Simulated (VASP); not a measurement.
A periodic (001) film of ZnS (zinc blende) under biaxial in-plane strain, normal axis and ions relaxed with LDA. Gaps from LDA in VASP (PAW), over mesh and path in the film cell's folded zone.

```json
[
 {"strain (%)": "-1", "gap (eV)": "2.156"},
 {"strain (%)": "+0", "gap (eV)": "2.148"},
 {"strain (%)": "+1", "gap (eV)": "2.058"}
]
```

Take the slope on the side of tension and predict the gap at +2 %.

The slope is -0.090 eV per cent, which gives 2.148 + (-0.090)(+2) = 1.97 eV. The run gave 1.98 eV, +0.01 eV from the line.

The compound is ZnS in the zinc blende structure.
